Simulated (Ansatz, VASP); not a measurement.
## Cross-check of Al16Cl (Al(100)) between VASP and Ansatz

Aim: how closely do two programs agree when they are given the same cell, functional and k mesh?

Program: Ansatz 0.2.0. Level of theory: plane waves, with VASP 6.6.1 beside it; single point at RPBE. Results are calculated unless marked as measured.

### Step 1. Starting point

The cell holds 17 atoms: 16 Al and 1 Cl. Cell: a = 5.743 Å, b = 5.743 Å, c = 21.091 Å, α = 90.0°, β = 90.0°, γ = 90.0°. It derives from Al. As first built, before any earlier steps moved the atoms (in the runner's words): Cl over the bridge site of Al(100). Vacuum lies along c.

### Step 2. VASP: single point, RPBE

A single point gives forces, pressure and levels at one fixed geometry, so differences don't come from the geometry; what else differs is listed under the comparison.

Lines of VASP's logs that name or quote its potential files are left out, and so is its time.

INCAR

```
SYSTEM = Al16Cl
PREC = Normal
ENCUT = 320
EDIFF = 1E-06
NELM = 120
ISMEAR = 1
SIGMA = 0.15
LREAL = Auto
ALGO = Fast
GGA = RP
NBANDS = 44
LORBIT = 11
LWAVE = .FALSE.
LCHARG = .FALSE.
KPAR = 2
NCORE = 2
IDIPOL = 3
LDIPOL = .TRUE.
DIPOL = 0.5 0.5 0.513
LVHAR = .TRUE.
LVACPOTAV = .TRUE.
NEDOS = 1500
```

POSCAR

```
Al16Cl
1.0
    5.7425174396      0.0000000000      0.0000000000
    0.0000000000      5.7425174396      0.0000000000
    0.0000000000      0.0000000000     21.0908595339
Al Cl
16 1
Selective dynamics
Direct
    0.2500000000      0.2500000000      0.3556042800  F F F
    0.7500000000      0.2500000000      0.3556042800  F F F
    0.2500000000      0.7500000000      0.3556042800  F F F
    0.7500000000      0.7500000000      0.3556042800  F F F
    0.0000000000      0.0000000000      0.4518680900  F F F
    0.5000000000      0.0000000000      0.4518680900  F F F
    0.0000000000      0.5000000000      0.4518680900  F F F
    0.5000000000      0.5000000000      0.4518680900  F F F
    0.2500000000      0.2460219532      0.5469668822  T T T
    0.7500000000      0.2460430176      0.5436136322  T T T
    0.2500000000      0.7539780468      0.5469668822  T T T
    0.7500000000      0.7539569824      0.5436136322  T T T
    0.9849015240      0.0000000000      0.6471471191  T T T
    0.5150984760      0.0000000000      0.6471471191  T T T
    0.9967725737      0.5000000000      0.6400349872  T T T
    0.5032274263      0.5000000000      0.6400349872  T T T
    0.2500000000      0.0000000000      0.7363257814  T T T
```

KPOINTS

```
Automatic mesh
0
Gamma
4 4 1
0 0 0
```

Potentials, in the order of the species: Al and Cl (PBE family, release 64).

Started as:

```sh
mpirun -np 4 vasp_std
```

Numbers of over 12 decimals in the logs are rounded to 6 here.

The log of the run:

```text
[banner, memory and clock lines left out]
running    4 mpi-ranks, on    1 nodes
 distrk:  each k-point on    2 cores,    2 groups
 distr:  one band on    2 cores,    1 groups

 POSCAR found type information on POSCAR AlCl
 POSCAR found :  2 types and      17 ions
|                                                                             |
|               ----> ADVICE to this user running VASP <----                  |
|                                                                             |
|     You enforced a specific xc type in the INCAR file but a different       |
|     [... a line on the potential file left out ...]
|     I HOPE YOU KNOW WHAT YOU ARE DOING!                                     |
|                                                                             |

 LDA part: xc-table for (Slater+PW92), standard interpolation
 POSCAR, INCAR and KPOINTS ok, starting setup
 FFT: planning ... GRIDC
 FFT: planning ... GRID_SOFT
 FFT: planning ... GRID
 WAVECAR not read
 entering main loop
       N       E                     dE             d eps       ncg     rms          rms(c)
DAV:   1     0.152257473708E+03    0.15226E+03   -0.13216E+04   792   0.618E+02
DAV:   2    -0.385369005131E+02   -0.19079E+03   -0.18217E+03  1048   0.136E+02
DAV:   3    -0.575099004216E+02   -0.18973E+02   -0.18381E+02  1024   0.381E+01
DAV:   4    -0.582525670809E+02   -0.74267E+00   -0.73951E+00  1032   0.907E+00
DAV:   5    -0.582997879109E+02   -0.47221E-01   -0.47212E-01  1160   0.232E+00    0.905E+00
RMM:   6    -0.562752993985E+02    0.20245E+01   -0.35339E+00   842   0.241E+00    0.524E+00
RMM:   7    -0.560391665482E+02    0.23613E+00   -0.88105E-01   907   0.211E+00    0.216E+00
RMM:   8    -0.562163820517E+02   -0.17722E+00   -0.34431E-01  1045   0.130E+00    0.133E+00
RMM:   9    -0.560058220804E+02    0.21056E+00   -0.99891E-02  1141   0.707E-01    0.646E-01
RMM:  10    -0.559958093796E+02    0.10013E-01   -0.23362E-02   940   0.411E-01    0.139E-01
RMM:  11    -0.559918391621E+02    0.39702E-02   -0.44794E-03  1028   0.192E-01    0.105E-01
RMM:  12    -0.559876143704E+02    0.42248E-02   -0.86333E-03  1016   0.181E-01    0.536E-02
RMM:  13    -0.559873874237E+02    0.22695E-03   -0.62689E-04  1021   0.775E-02    0.311E-02
RMM:  14    -0.559872107994E+02    0.17662E-03   -0.42981E-04   971   0.652E-02    0.176E-02
RMM:  15    -0.559872705483E+02   -0.59749E-04   -0.16241E-04  1019   0.378E-02    0.138E-02
RMM:  16    -0.559874356790E+02   -0.16513E-03   -0.77807E-05   969   0.252E-02    0.678E-03
RMM:  17    -0.559875493278E+02   -0.11365E-03   -0.27205E-05   905   0.142E-02    0.615E-03
RMM:  18    -0.559877035220E+02   -0.15419E-03   -0.19564E-05   899   0.105E-02    0.226E-03
RMM:  19    -0.559877895975E+02   -0.86075E-04   -0.64331E-06   804   0.681E-03    0.152E-03
RMM:  20    -0.559878485989E+02   -0.59001E-04   -0.68212E-06   806   0.526E-03    0.113E-03
RMM:  21    -0.559878602630E+02   -0.11664E-04   -0.13069E-06   692   0.308E-03    0.117E-03
RMM:  22    -0.559878650414E+02   -0.47784E-05   -0.67849E-07   619   0.218E-03    0.726E-04
RMM:  23    -0.559878666953E+02   -0.16539E-05   -0.28102E-07   549   0.165E-03    0.422E-04
RMM:  24    -0.559878670119E+02   -0.31657E-06   -0.73143E-08   430   0.122E-03
|                                                                             |
|           W    W    AA    RRRRR   N    N  II  N    N   GGGG   !!!           |
|           W    W   A  A   R    R  NN   N  II  NN   N  G    G  !!!           |
|           W    W  A    A  R    R  N N  N  II  N N  N  G       !!!           |
|           W WW W  AAAAAA  RRRRR   N  N N  II  N  N N  G  GGG   !            |
|           WW  WW  A    A  R   R   N   NN  II  N   NN  G    G                |
|           W    W  A    A  R    R  N    N  II  N    N   GGGG   !!!           |
|                                                                             |
|     Did not find any points to average over, which means that no vacuum     |
|     field-free region was found. Please increase the size of  your cell     |
|     in the dimension of the dipole correction to obtain accurate            |
|     workfunction values.                                                    |
|                                                                             |

   1 F= -.55987867E+02 E0= -.55988423E+02  d E =0.166884E-02
```

From OUTCAR (step 2):

```text
ion  position               nearest neighbor table
   1  0.250  0.250  0.356-   5 2.87   6 2.87   7 2.87   8 2.87   2 2.87   3 2.87   3 2.87   2 2.87

  LATTYP: Found a simple tetragonal cell.
 ALAT       =     5.7425174396
 C/A-ratio  =     3.6727549817

 Subroutine GETGRP returns: Found  4 space group operations
 (whereof  2 operations were pure point group operations)

The static configuration has the point symmetry C_1h.
 The point group associated with its full space group is C_2v.

 Found      9 irreducible k-points:

   k-points           NKPTS =      9   k-points in BZ     NKDIM =      9   number of bands    NBANDS=     44

   dimension x,y,z NGX =    28 NGY =   28 NGZ =   96
   dimension x,y,z NGXF=    56 NGYF=   56 NGZF=  192

   ENCUT  =  320.0 eV  23.52 Ry    4.85 a.u.   8.38  8.38 30.76*2*pi/ulx,y,z

   NELECT =      55.0000    total number of electrons

 k-points in reciprocal lattice and weights: Automatic mesh
   0.00000000  0.00000000  0.00000000       0.062
   0.25000000  0.00000000  0.00000000       0.125
   0.00000000  0.25000000  0.00000000       0.125
   0.50000000  0.00000000  0.00000000       0.062
   0.00000000  0.50000000  0.00000000       0.062
   0.25000000  0.25000000  0.00000000       0.250
   0.50000000  0.25000000  0.00000000       0.125
  -0.25000000  0.50000000  0.00000000       0.125
   0.50000000  0.50000000  0.00000000       0.062

 dipolmoment           0.000000      0.000000      0.054552 electrons x Angstroem

 average (electrostatic) potential at core
       1 -80.2314       2 -80.2587       3 -80.2314       4 -80.2587       5 -80.1018
       6 -80.1018       7 -80.1404       8 -80.1404       9 -80.1910      10 -80.1080
      11 -80.1910      12 -80.1080      13 -80.5873      14 -80.5873      15 -80.1801
      16 -80.1801      17 -96.1260

 E-fermi :   0.7032

 k-point     1 :       0.0000    0.0000    0.0000
  band No.  band energies     occupation
    ...
     24      -0.4732      2.00000
     25      -0.4516      2.00000
     26      -0.3929      2.00000
     27      -0.3173      2.00000
     28       0.6563      1.50085
     29       0.8408     -0.02873
     30       1.0198     -0.01099
     31       1.0979     -0.00126
     32       1.1439     -0.00026
     33       1.2183     -0.00001
    ...

 k-point     2 :       0.2500    0.0000    0.0000
  band No.  band energies     occupation
    ...
     24      -0.8597      2.00000
     25      -0.5411      2.00000
     26       0.2715      2.00036
     27       0.4092      2.01816
     28       0.4817      2.05736
     29       1.1156     -0.00071
     30       1.2001     -0.00003
     31       1.3853     -0.00000
     32       1.4222     -0.00000
     33       1.7573     -0.00000
    ...

 k-point     3 :       0.0000    0.2500    0.0000
  band No.  band energies     occupation
    ...
     24      -0.8821      2.00000
     25      -0.5301      2.00000
     26       0.2926      2.00075
     27       0.3758      2.00850
     28       0.4884      2.06113
     29       1.0555     -0.00443
     30       1.3369     -0.00000
     31       1.3797     -0.00000
     32       1.4045     -0.00000
     33       1.6307     -0.00000
    ...

  Total       -4.0996879     -3.6856398      1.1310580      0.0000000      0.0000000      0.0000000
  in kB       -9.4441408     -8.4903296      2.6055328      0.0000000      0.0000000      0.0000000
  external PRESSURE =      -5.1096459 kB  Pullay stress =       0.0000000 kB

  energy-cutoff  :      320.00
  volume of cell :      695.50
      direct lattice vectors                 reciprocal lattice vectors
     5.742517440  0.000000000  0.000000000     0.174139654  0.000000000  0.000000000
     0.000000000  5.742517440  0.000000000     0.000000000  0.174139654  0.000000000
     0.000000000  0.000000000 21.090859534     0.000000000  0.000000000  0.047413905

 POSITION                                       TOTAL-FORCE (eV/Angst)
 -----------------------------------------------------------------------------------
      1.43563      1.43563      7.50000         0.000000     -0.088985     -0.103394
      4.30689      1.43563      7.50000         0.000000     -0.051603     -0.161197
      1.43563      4.30689      7.50000         0.000000      0.088985     -0.103394
      4.30689      4.30689      7.50000         0.000000      0.051603     -0.161197
      0.00000      0.00000      9.53029         0.109055      0.000000      0.069362
      2.87126      0.00000      9.53029        -0.109055      0.000000      0.069362
      0.00000      2.87126      9.53029         0.184329      0.000000      0.162760
      2.87126      2.87126      9.53029        -0.184329      0.000000      0.162760
      1.43563      1.41279     11.53600         0.000000     -0.000234      0.007029
      4.30689      1.41291     11.46528         0.000000      0.010253     -0.000996
      1.43563      4.32973     11.53600         0.000000      0.000234      0.007029
      4.30689      4.32961     11.46528        -0.000000     -0.010253     -0.000996
      5.65581      0.00000     13.64889         0.000298      0.000000     -0.005673
      2.95796      0.00000     13.64889        -0.000298      0.000000     -0.005673
      5.72398      2.87126     13.49889         0.008786      0.000000      0.022650
      2.88979      2.87126     13.49889        -0.008786      0.000000      0.022650
      1.43563      0.00000     15.52974         0.000000      0.000000      0.018917
 -----------------------------------------------------------------------------------
    total drift:                                0.000000      0.000000     -0.035134

  FREE ENERGIE OF THE ION-ELECTRON SYSTEM (eV)
  ---------------------------------------------------
  free  energy   TOTEN  =       -55.9878670119 eV

  energy  without entropy=      -55.9895358568  energy(sigma->0) =      -55.98842329

 vacuum level on the upper side and lower side of the slab         5.221         4.922

 total charge
# of ion       s       p       d       tot
------------------------------------------
    1        0.468   0.292   0.000   0.761
    2        0.468   0.292   0.000   0.760
    3        0.468   0.292   0.000   0.761
    4        0.468   0.292   0.000   0.760
    5        0.426   0.345   0.000   0.771
    6        0.426   0.345   0.000   0.771
    7        0.426   0.341   0.000   0.768
    8        0.426   0.341   0.000   0.768
    9        0.420   0.337   0.000   0.758
   10        0.433   0.340   0.000   0.773
   11        0.420   0.337   0.000   0.758
   12        0.433   0.340   0.000   0.773
   13        0.440   0.295   0.000   0.735
   14        0.440   0.295   0.000   0.735
   15        0.473   0.297   0.000   0.770
   16        0.473   0.297   0.000   0.770
   17        1.614   3.512   0.000   5.126
--------------------------------------------------
tot          8.725   8.591   0.000  17.316

[... 3 further parts left out ...]
```

(Part 1 of 2 ends here.)

[Lines on the potential files, build, host, timing and source positions are cut from VASP's logs without a mark.]

[Logs are printed without paths, hosts, clocks, repeated set-up lines and the standing remarks that a program may print on its own settings, such as how far it seeks lower states.]

[Hosts, paths, dates, database ids (printed as entryN), source tags and the programs' standing remarks are cut or masked in the printed files.]
